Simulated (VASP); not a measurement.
# NaSrLiS2 with PBE: from relaxation to properties, part 3 of 7

Wanted: the relaxed cell of NaSrLiS2 and its properties. The cell is invented: it takes the structure of a Materials Project entry for NaLiCdS2 (space group 156 there), with some of its atoms replaced by other elements, volume scaled by an estimate. It may not be a known or stable phase. Left out of this account: at least 1 further run (vcrelax: its dispersion library returned no energy). The atoms of the start are displaced at random from the sites of a P3m1 cell.

VASP 6.6.1, plane waves and PAW; the level of theory is named at each step.

So far, gap on the k-mesh (eV): step 2 (rough relaxation of the start cell) 2.69; step 3 (relaxing cell and atoms (PBE)) 2.68. The relaxed cell has a = 4.366, c = 7.494 Å (conventional setting).

## (4) Single point with fields (PBE)

Level of this step: PBE; plane waves and PAW (Sr_sv, S, Na_pv, Li_sv); invented cell (VASP).

The relaxed cell gets a fresh self-consistent run, on a basis set for its own volume, to fix the density and to check the remaining stress.

Input file INCAR:

```
SYSTEM = NaSrLiS2
PREC = Accurate
ENCUT = 650
EDIFF = 1E-06
NELM = 100
ISMEAR = 0
SIGMA = 0.05
LREAL = .FALSE.
ALGO = Normal
GGA = PE
NBANDS = 22
LORBIT = 11
LWAVE = .FALSE.
LCHARG = .TRUE.
ISIF = 2
LELF = .TRUE.
LVHAR = .TRUE.
```

Input file POSCAR:

```
NaSrLiS2
1.0
    4.3660983257      0.0000000000      0.0000000000
   -2.1830491678      3.7811520644      0.0000000000
    0.0000000000      0.0000000000      7.4936637596
Sr S Na Li
1 2 1 1
Direct
    0.6666666670      0.3333333330      0.3571367486
    0.3333333330      0.6666666670      0.1821602464
    0.6666666670      0.3333333330      0.7400622896
    0.0000000000      0.0000000000      0.9665531349
    0.3333333330      0.6666666670      0.7515155805
```

Input file KPOINTS:

```
Automatic mesh
0
Gamma
6 6 3
0 0 0
```

PAW data sets: Sr_sv, S, Na_pv and Li_sv (PBE family, release 64).

Launch:

```bash
$ mpirun -np 2 vasp_std
```

The program printed:

```text
[banner, memory and clock lines left out]
running    2 mpi-ranks, on    1 nodes
 distrk:  each k-point on    2 cores,    1 groups
 distr:  one band on    1 cores,    2 groups

 POSCAR found type information on POSCAR SrS NaLi
 POSCAR found :  4 types and       5 ions
 LDA part: xc-table for (Slater+PW92), standard interpolation
 POSCAR, INCAR and KPOINTS ok, starting setup
 FFT: planning ... GRIDC
 FFT: planning ... GRID_SOFT
 FFT: planning ... GRID
 WAVECAR not read
 entering main loop
       N       E                     dE             d eps       ncg     rms          rms(c)
DAV:   1     0.259615939717E+03    0.25962E+03   -0.15283E+04   748   0.166E+03
DAV:   2     0.965934495555E+01   -0.24996E+03   -0.23497E+03   782   0.363E+02
DAV:   3    -0.195498452130E+02   -0.29209E+02   -0.28765E+02  1232   0.107E+02
DAV:   4    -0.214451781412E+02   -0.18953E+01   -0.18831E+01  1216   0.246E+01
DAV:   5    -0.216046134235E+02   -0.15944E+00   -0.15941E+00  1162   0.479E+00    0.169E+01
DAV:   6    -0.202978718982E+02    0.13067E+01   -0.26916E+00   966   0.688E+00    0.117E+01
DAV:   7    -0.202395369654E+02    0.58335E-01   -0.11485E+00  1096   0.469E+00    0.386E+00
DAV:   8    -0.202302731732E+02    0.92638E-02   -0.25487E-01   946   0.224E+00    0.732E-01
DAV:   9    -0.202291560595E+02    0.11171E-02   -0.16426E-02   952   0.635E-01    0.283E-01
DAV:  10    -0.202310426634E+02   -0.18866E-02   -0.21860E-03   884   0.248E-01    0.117E-01
DAV:  11    -0.202317447988E+02   -0.70214E-03   -0.68164E-04  1028   0.143E-01    0.679E-02
DAV:  12    -0.202319065452E+02   -0.16175E-03   -0.25033E-04   956   0.751E-02    0.236E-02
DAV:  13    -0.202319324083E+02   -0.25863E-04   -0.36288E-05  1018   0.288E-02    0.993E-03
DAV:  14    -0.202319374899E+02   -0.50816E-05   -0.64219E-06   790   0.115E-02    0.446E-03
DAV:  15    -0.202319392771E+02   -0.17872E-05   -0.15467E-06   756   0.663E-03    0.295E-03
DAV:  16    -0.202319395674E+02   -0.29029E-06   -0.34233E-07   638   0.362E-03
   1 F= -.20231940E+02 E0= -.20231940E+02  d E =-.732382E-15
```

Run time: 15 s. Hardware: 2 MPI ranks of Intel Xeon 6975P-C (Granite Rapids), shared host; peak memory 0.44 GiB.

Parts of OUTCAR (step 4):

```text
  LATTYP: Found a hexagonal cell.
 ALAT       =     4.3660983257
 C/A-ratio  =     1.7163295924

The static configuration has the point symmetry C_3v.

 Found     17 irreducible k-points:

   ENCUT  =  650.0 eV  47.77 Ry    6.91 a.u.   9.08  9.08 15.58*2*pi/ulx,y,z

   NELECT =      32.0000    total number of electrons

 E-fermi :   1.0142

 k-point     1 :       0.0000    0.0000    0.0000
  band No.  band energies     occupation
    ...
     12       0.1036      2.00000
     13       0.1036      2.00000
     14       0.5164      2.00000
     15       0.7279      2.00000
     16       0.7279      2.00000
     17       3.4295      0.00000
     18       5.7783      0.00000
     19       6.0438      0.00000
     20       6.0438      0.00000
     21       7.0671      0.00000
    ...

 k-point     2 :       0.1667    0.0000    0.0000
  band No.  band energies     occupation
    ...
     12      -0.2298      2.00000
     13       0.1081      2.00000
     14       0.2323      2.00000
     15       0.5566      2.00000
     16       0.5962      2.00000
     17       4.1043      0.00000
     18       5.3464      0.00000
     19       5.9262      0.00000
     20       6.1191      0.00000
     21       6.8584      0.00000
    ...

  Total        0.0087292      0.0087292      0.0024352     -0.0000000     -0.0000000     -0.0000000
  in kB        0.1130511      0.1130511      0.0315381     -0.0000000     -0.0000000     -0.0000000
  external PRESSURE =       0.0858801 kB  Pullay stress =       0.0000000 kB

  energy-cutoff  :      650.00
  volume of cell :      123.71
      direct lattice vectors                 reciprocal lattice vectors
     4.366098326  0.000000000  0.000000000     0.229037444  0.132234830  0.000000000
    -2.183049168  3.781152064  0.000000000     0.000000000  0.264469660  0.000000000
     0.000000000  0.000000000  7.493663760     0.000000000  0.000000000  0.133446073

 POSITION                                       TOTAL-FORCE (eV/Angst)
 -----------------------------------------------------------------------------------
      2.18305      1.26038      2.67626        -0.000000      0.000000     -0.002835
     -0.00000      2.52077      1.36505        -0.000000     -0.000000      0.002087
      2.18305      1.26038      5.54578         0.000000      0.000000     -0.008251
      0.00000      0.00000      7.24302         0.000000     -0.000000      0.003554
     -0.00000      2.52077      5.63161        -0.000000     -0.000000      0.005445
 -----------------------------------------------------------------------------------
    total drift:                               -0.000001      0.000001     -0.001189

  FREE ENERGIE OF THE ION-ELECTRON SYSTEM (eV)
  ---------------------------------------------------
  free  energy   TOTEN  =       -20.2319395674 eV

  energy  without entropy=      -20.2319395674  energy(sigma->0) =      -20.23193957

[... 5 parts as in an earlier step ...]

[... 6 further parts left out ...]
```

This step gave:

```yaml
scf_cycles: 16
pressure: 0.008588 GPa
gap_on_the_k_mesh: 2.680 eV
```

Valence electrons inside each PAW sphere by angular momentum. Sphere charges, by row:

```
atom  s (e)  p (e)  d (e)  tot (e)
 Sr1  2.022  5.781  0.239    8.042
  S2  1.319  2.449      0    3.768
  S3  1.312  2.428      0     3.74
 Na4   0.05  5.979      0     6.03
 Li5  2.017  0.045      0    2.062
```

ELF in the ac plane at fractional y = 0.333, with atoms of Sr and S within 0.2 Å of it. It is the smooth field of the valence electrons, not physical close to the nuclei.

Ten even steps from '_' (0.01) to '@' (0.86), each cell a mean:
```
______________::--==--::..__
__________..--**######**==::
::______..==##%%@@@@@@@@##++
==..____--##@@@@@@@@@@@@@@%%
**::__..++%%@@@@@@%%%%@@@@@@
**::__..++%%@@@@##--**@@@@@@
**::__..++%%@@@@##==**@@@@@@
**::__..++%%@@@@@@%%@@@@@@%%
++::__..==##%%@@@@@@@@@@@@%%
--..____::++##%%%%%%%%%%##**
..______..::::::::----::::::
______________..::::::..____
____________::**%%%%%%##--..
__________..**@@@@%%@@@@##::
__..::..__::##@@%%**##@@%%--
__::++--..::**@@%%**##@@%%--
..++##**::..==@@@@%%@@@@**..
==##%%##++....**@@@@@@##--..
**%%@@%%##--..::++##**--....
##%%@@%%##==..____....____--
##%%%%%%##++::__________..==
++**##****==::__________..--
::::----::..______________..
____________________________
```
Columns run along a (4.4 Å), rows up along c (7.5 Å). Atoms in or near the plane, at fractional coordinates: Sr at (0.67, 0.36), S at (0.67, 0.74).

Valence density in the ac plane at fractional y = 0.333, with atoms of Sr and S within 0.2 Å of it. It is the smooth field of the valence electrons, not physical close to the nuclei.

Values in e/Å³, 24 rows by 14 columns, each cell a mean:
```
0.0 0.0 0.0 0.0 0.0 0.0 0.0 0.0 0.1 0.1 0.1 0.1 0.0 0.0
0.0 0.0 0.0 0.0 0.0 0.0 0.1 0.1 0.1 0.2 0.1 0.1 0.1 0.1
0.1 0.0 0.0 0.0 0.0 0.1 0.1 0.2 0.4 0.4 0.4 0.3 0.2 0.1
0.1 0.0 0.0 0.0 0.1 0.1 0.3 0.5 0.8 0.9 0.8 0.6 0.3 0.2
0.1 0.1 0.0 0.0 0.1 0.2 0.4 0.9 1.1 1.0 1.0 1.0 0.5 0.3
0.1 0.1 0.0 0.1 0.1 0.2 0.5 1.0 0.8 0.2 0.6 1.1 0.7 0.3
0.1 0.1 0.0 0.1 0.1 0.2 0.5 1.0 0.9 0.3 0.7 1.1 0.7 0.3
0.1 0.1 0.0 0.0 0.1 0.2 0.4 0.8 1.1 1.1 1.1 0.9 0.5 0.2
0.1 0.0 0.0 0.0 0.1 0.1 0.2 0.5 0.7 0.9 0.8 0.6 0.3 0.2
0.0 0.0 0.0 0.0 0.0 0.1 0.1 0.3 0.4 0.4 0.4 0.3 0.2 0.1
0.0 0.0 0.0 0.0 0.0 0.0 0.1 0.1 0.2 0.2 0.2 0.2 0.1 0.1
0.0 0.0 0.0 0.0 0.0 0.0 0.1 0.2 0.3 0.3 0.3 0.2 0.1 0.0
0.0 0.0 0.0 0.0 0.0 0.1 0.2 0.5 0.9 1.2 1.1 0.6 0.2 0.1
0.0 0.0 0.0 0.0 0.0 0.1 0.3 1.2 2.0 2.4 2.2 1.4 0.5 0.1
0.1 0.0 0.0 0.0 0.1 0.2 0.6 1.8 2.8 3.3 3.1 2.1 0.9 0.2
0.1 0.1 0.1 0.1 0.1 0.2 0.6 1.8 2.9 3.3 3.1 2.2 0.9 0.3
0.1 0.1 0.1 0.1 0.1 0.2 0.4 1.3 2.3 2.8 2.5 1.6 0.6 0.2
0.1 0.2 0.2 0.2 0.1 0.1 0.2 0.6 1.1 1.5 1.3 0.7 0.3 0.1
0.2 0.2 0.2 0.2 0.2 0.1 0.1 0.2 0.4 0.5 0.4 0.2 0.1 0.1
0.2 0.2 0.2 0.2 0.2 0.1 0.1 0.1 0.1 0.1 0.1 0.1 0.1 0.1
0.1 0.2 0.2 0.2 0.1 0.1 0.1 0.0 0.0 0.0 0.0 0.0 0.1 0.1
0.1 0.1 0.1 0.1 0.1 0.1 0.0 0.0 0.0 0.0 0.0 0.0 0.0 0.1
0.1 0.1 0.1 0.1 0.1 0.0 0.0 0.0 0.0 0.0 0.0 0.0 0.0 0.0
0.0 0.1 0.1 0.1 0.0 0.0 0.0 0.0 0.0 0.0 0.0 0.0 0.0 0.0
```
Columns run along a (4.4 Å), rows up along c (7.5 Å). Atoms in or near the plane, at fractional coordinates: Sr at (0.67, 0.36), S at (0.67, 0.74).

Electrostatic potential energy in the ac plane at fractional y = 0.333, with atoms of Sr and S within 0.2 Å of it. With pseudopotentials it is smooth inside the atoms' cores, unlike the true potential.

Ten even steps from '_' (-56 eV) to '@' (5 eV), each cell a mean:
```
@@@@@@@@@@@@@@@@@@@@@@@@@@@@
@@@@@@@@@@@@@@@@@@@@@@@@@@@@
@@@@@@@@@@@@@@@@@@@@@@@@@@@@
@@@@@@@@@@@@@@%%**++**%%@@@@
@@@@@@@@@@@@@@**..____==%%@@
@@@@@@@@@@@@%%--______..##@@
@@@@@@@@@@@@%%--______..##@@
@@@@@@@@@@@@@@**::__..++%%@@
@@@@@@@@@@@@@@%%##****%%@@@@
@@@@@@@@@@@@@@@@@@@@@@@@@@@@
@@@@@@@@@@@@@@@@@@@@@@@@@@@@
@@@@@@@@@@@@@@%%%%%%%%%%@@@@
@@@@@@@@@@@@%%####**####%%@@
@@@@@@@@@@%%%%##**++****##%%
@@@@@@@@@@%%##**++==++**##%%
@@@@@@@@@@%%##**++==++**##%%
@@@@@@@@@@%%##****++++**##%%
@@@@@@@@@@@@%%####****##%%@@
@@@@@@@@@@@@@@%%%%####%%@@@@
@@@@@@@@@@@@@@@@@@%%@@@@@@@@
@@@@@@@@@@@@@@@@@@@@@@@@@@@@
@@@@@@@@@@@@@@@@@@@@@@@@@@@@
@@@@@@@@@@@@@@@@@@@@@@@@@@@@
@@@@@@@@@@@@@@@@@@@@@@@@@@@@
```
Columns run along a (4.4 Å; values clipped at the 3rd and 97th percentile), rows up along c (7.5 Å). Atoms in or near the plane, at fractional coordinates: Sr at (0.67, 0.36), S at (0.67, 0.74).

In this run the pressure is 0.01 GPa, small enough to go on; single stress components reach 0.01 GPa.

## (5) Bands along the symmetry lines (PBE)

The mesh alone shows little of the dispersion and can miss band extrema, so KPOINTS_OPT adds a path through the symmetry points after the self-consistent cycle.

Input file INCAR:

```
SYSTEM = NaSrLiS2
PREC = Accurate
ENCUT = 650
EDIFF = 1E-06
NELM = 100
ISMEAR = 0
SIGMA = 0.05
LREAL = .FALSE.
ALGO = Normal
GGA = PE
NBANDS = 31
LORBIT = 11
LWAVE = .FALSE.
LCHARG = .FALSE.
KPAR = 2
```

POSCAR is that of step 4.

KPOINTS is that of step 4.

Input file KPOINTS_OPT:

```
Line mode
16
Line-mode
Reciprocal
  0.00000000   0.00000000   0.00000000 GAMMA
  0.50000000   0.00000000   0.00000000 M

  0.50000000   0.00000000   0.00000000 M
  0.33333333   0.33333333   0.00000000 K

  0.33333333   0.33333333   0.00000000 K
  0.00000000   0.00000000   0.00000000 GAMMA

  0.00000000   0.00000000   0.00000000 GAMMA
  0.00000000   0.00000000   0.50000000 A

  0.00000000   0.00000000   0.50000000 A
  0.50000000   0.00000000   0.50000000 L

  0.50000000   0.00000000   0.50000000 L
  0.33333333   0.33333333   0.50000000 H

  0.33333333   0.33333333   0.50000000 H
  0.00000000   0.00000000   0.50000000 A

  0.50000000   0.00000000   0.50000000 L
  0.50000000   0.00000000   0.00000000 M

  0.33333333   0.33333333   0.00000000 K
  0.33333333   0.33333333   0.50000000 H
```

Launch:

```bash
$ mpirun -np 2 vasp_std
```

The program printed:

```text
[... set-up lines as in an earlier step ...]
 entering main loop
       N       E                     dE             d eps       ncg     rms          rms(c)
DAV:   1     0.254775101964E+03    0.25478E+03   -0.14319E+04  1054   0.117E+03
DAV:   2     0.650273465649E+01   -0.24827E+03   -0.22595E+03  1085   0.291E+02
DAV:   3    -0.199437093249E+02   -0.26446E+02   -0.26074E+02  1643   0.832E+01
DAV:   4    -0.215185276187E+02   -0.15748E+01   -0.15499E+01  1717   0.171E+01
DAV:   5    -0.216064209574E+02   -0.87893E-01   -0.87880E-01  1445   0.263E+00    0.169E+01
DAV:   6    -0.203025052151E+02    0.13039E+01   -0.14372E+00  1402   0.484E+00    0.115E+01
DAV:   7    -0.202372906456E+02    0.65215E-01   -0.69648E-01  1364   0.328E+00    0.370E+00
DAV:   8    -0.202294978038E+02    0.77928E-02   -0.13744E-01  1403   0.142E+00    0.732E-01
DAV:   9    -0.202300046798E+02   -0.50688E-03   -0.87403E-03  1318   0.468E-01    0.298E-01
DAV:  10    -0.202312910328E+02   -0.12864E-02   -0.14487E-03  1257   0.163E-01    0.116E-01
DAV:  11    -0.202316817685E+02   -0.39074E-03   -0.23424E-04  1428   0.697E-02    0.866E-02
DAV:  12    -0.202318856326E+02   -0.20386E-03   -0.15320E-04  1243   0.447E-02    0.196E-02
DAV:  13    -0.202319347467E+02   -0.49114E-04   -0.61723E-05  1292   0.287E-02    0.968E-03
DAV:  14    -0.202319373146E+02   -0.25679E-05   -0.52980E-06  1285   0.809E-03    0.600E-03
DAV:  15    -0.202319392404E+02   -0.19259E-05   -0.15745E-06  1142   0.484E-03    0.284E-03
DAV:  16    -0.202319396731E+02   -0.43265E-06   -0.35196E-07   996   0.279E-03
   1 F= -.20231940E+02 E0= -.20231940E+02  d E =-.343660E-27
 Start KPOINTS_OPT (optional k-point list driver)
k-point batch [1-17\144]
       N       E                     dE             ncg
DAV:   1    -0.238590809852E+04   -0.11081E+05     1054
DAV:   2    -0.648768026182E+04   -0.41018E+04     1084
DAV:   3    -0.692980063753E+04   -0.44212E+03     1612
DAV:   4    -0.695877287653E+04   -0.28972E+02     1737
DAV:   5    -0.696022470419E+04   -0.14518E+01     1395
DAV:   6    -0.696024849387E+04   -0.23790E-01     1536
DAV:   7    -0.696024976777E+04   -0.12739E-02     1397
DAV:   8    -0.696024978749E+04   -0.19722E-04     1497
DAV:   9    -0.696024978815E+04   -0.65206E-06      927
[...]
k-point batch [137-144\144]
       N       E                     dE             ncg
DAV:   1     0.855877799283E+04   -0.10088E+05      496
DAV:   2     0.668171280287E+04   -0.18771E+04      512
DAV:   3     0.648069980839E+04   -0.20101E+03      757
DAV:   4     0.646644418349E+04   -0.14256E+02      824
DAV:   5     0.646579702418E+04   -0.64716E+00      698
DAV:   6     0.646579114277E+04   -0.58814E-02      736
DAV:   7     0.646579096211E+04   -0.18066E-03      714
DAV:   8     0.646579095960E+04   -0.25052E-05      704
DAV:   9     0.646579095953E+04   -0.76448E-07      515
```

The job ended after 1.8 min (2 MPI ranks; peak memory 0.75 GiB).

From OUTCAR (step 5):

```text
   k-points           NKPTS =     17   k-points in BZ     NKDIM =     17   number of bands    NBANDS=     31

   NELECT =      32.0000    total number of electrons

 E-fermi :   1.1251

 k-point     1 :       0.0000    0.0000    0.0000
  band No.  band energies     occupation
    ...
     12       0.1037      2.00000
     13       0.1037      2.00000
     14       0.5164      2.00000
     15       0.7279      2.00000
     16       0.7279      2.00000
     17       3.4295      0.00000
     18       5.7783      0.00000
     19       6.0438      0.00000
     20       6.0438      0.00000
     21       7.0671      0.00000
    ...

  Total        0.0079309      0.0079309      0.0017516     -0.0000000      0.0000000      0.0000000
  in kB        0.1027126      0.1027126      0.0226849     -0.0000000      0.0000000      0.0000000
  external PRESSURE =       0.0760367 kB  Pullay stress =       0.0000000 kB

 POSITION                                       TOTAL-FORCE (eV/Angst)
 -----------------------------------------------------------------------------------
      2.18305      1.26038      2.67626        -0.000000      0.000000     -0.002859
     -0.00000      2.52077      1.36505         0.000000     -0.000000      0.002207
      2.18305      1.26038      5.54578         0.000000      0.000000     -0.008371
      0.00000      0.00000      7.24302        -0.000000      0.000000      0.003562
     -0.00000      2.52077      5.63161        -0.000000     -0.000000      0.005461
 -----------------------------------------------------------------------------------
    total drift:                               -0.000001      0.000001     -0.001184

  FREE ENERGIE OF THE ION-ELECTRON SYSTEM (eV)
  ---------------------------------------------------
  free  energy   TOTEN  =       -20.2319396731 eV

  energy  without entropy=      -20.2319396731  energy(sigma->0) =      -20.23193967

[... 8 parts as in an earlier step ...]

[... 8 further parts left out ...]
```

This step gave:

```
bands                             : 31
Fermi energy                      : 1.125 eV
pressure                          : 0.007604 GPa
least gap on mesh and path        : 2.673 eV
least direct gap on mesh and path : 2.702 eV
valence top at k                  : 0, 0, 0.5
```

Electronic bands along the path, in eV, zero at the valence-band top; v1 is the highest filled band, c1 the lowest empty one:

| point | v4 | v3 | v2 | v1 | c1 | c2 | c3 | c4 |
| --- | --- | --- | --- | --- | --- | --- | --- | --- |
| Γ | -0.65 | -0.24 | -0.03 | -0.03 | 2.67 | 5.02 | 5.29 | 5.29 |
| 0.53 of the way | -0.95 | -0.65 | -0.31 | -0.20 | 3.77 | 4.27 | 5.13 | 5.60 |
| M | -0.93 | -0.67 | -0.49 | -0.28 | 3.70 | 4.24 | 5.29 | 6.13 |
| 0.53 of the way | -0.96 | -0.86 | -0.69 | -0.31 | 3.74 | 4.42 | 5.55 | 5.87 |
| K | -1.17 | -1.07 | -0.69 | -0.35 | 3.77 | 4.55 | 5.41 | 5.80 |
| 0.47 of the way | -1.03 | -0.72 | -0.48 | -0.20 | 3.88 | 4.32 | 5.23 | 5.52 |
| Γ | -0.65 | -0.24 | -0.03 | -0.03 | 2.67 | 5.02 | 5.29 | 5.29 |
| 0.47 of the way | -0.66 | -0.49 | -0.02 | -0.02 | 3.05 | 5.01 | 5.33 | 5.33 |
| A | -0.68 | -0.68 | 0.00 | 0.00 | 3.68 | 4.65 | 5.37 | 5.37 |
| 0.47 of the way | -0.71 | -0.58 | -0.31 | -0.19 | 3.63 | 4.52 | 5.31 | 5.64 |
| L | -0.81 | -0.71 | -0.33 | -0.16 | 3.66 | 3.90 | 5.36 | 6.61 |
| 0.47 of the way | -1.08 | -0.80 | -0.37 | -0.08 | 3.73 | 3.87 | 5.70 | 6.15 |
| H | -1.37 | -1.04 | -0.35 | -0.03 | 3.80 | 3.85 | 5.86 | 5.99 |
| 0.47 of the way | -0.95 | -0.58 | -0.39 | -0.16 | 3.60 | 4.27 | 5.60 | 5.84 |
| A | -0.68 | -0.68 | 0.00 | 0.00 | 3.68 | 4.65 | 5.37 | 5.37 |
| jump to L | -0.81 | -0.71 | -0.33 | -0.16 | 3.66 | 3.90 | 5.36 | 6.61 |
| 0.47 of the way | -0.82 | -0.76 | -0.39 | -0.21 | 3.66 | 4.07 | 5.39 | 6.20 |
| M | -0.93 | -0.67 | -0.49 | -0.28 | 3.70 | 4.24 | 5.29 | 6.13 |
| jump to K | -1.17 | -1.07 | -0.69 | -0.35 | 3.77 | 4.55 | 5.41 | 5.80 |
| 0.53 of the way | -1.28 | -1.10 | -0.48 | -0.15 | 3.78 | 4.13 | 5.65 | 5.88 |
| H | -1.37 | -1.04 | -0.35 | -0.03 | 3.80 | 3.85 | 5.86 | 5.99 |

Of the projections kept (Sr, S, Na, Li), the largest for each band there, as a share of the weight inside these atoms' spheres; weight between the spheres isn't counted:

```csv
point,v4,v3,v2,v1,c1,c2,c3,c4
Γ,S 0.87,S 0.88,S 0.97,S 0.97,S 0.58,Sr 0.44,Sr 0.95,Sr 0.95
M,S 0.89,S 0.89,S 0.93,S 0.91,Sr 0.85,Sr 0.58,S 0.38,Sr 0.55
K,S 0.90,S 0.89,S 0.90,S 0.91,Sr 0.87,Sr 0.62,Sr 0.87,Sr 0.57
Γ,S 0.87,S 0.88,S 0.97,S 0.97,S 0.58,Sr 0.44,Sr 0.95,Sr 0.95
A,S 0.87,S 0.87,S 0.96,S 0.96,S 0.74,S 0.54,Sr 0.91,Sr 0.91
L,S 0.89,S 0.90,S 0.94,S 0.91,Sr 0.69,Sr 0.69,Sr 0.34,Sr 0.55
```

The path finds the gap of the mesh within 0.02 eV, so the mesh comes close to both band edges.

(Part 3 of 7 ends here.)

[Lines on the potential files, build, host, timing and source positions are cut from VASP's logs without a mark.]

[Logs are printed without paths, hosts, clocks, repeated set-up lines and the standing remarks that a program may print on its own settings, such as how far it seeks lower states.]

[Hosts, paths, dates, database ids (printed as entryN), source tags and the programs' standing remarks are cut or masked in the printed files.]

[A measured line is paired with the nearest computed mode of its activity, which favours agreement.]

[In band tables of VASP the shares of atoms and orbitals are scaled to a sum of 1 inside the atoms' spheres.]
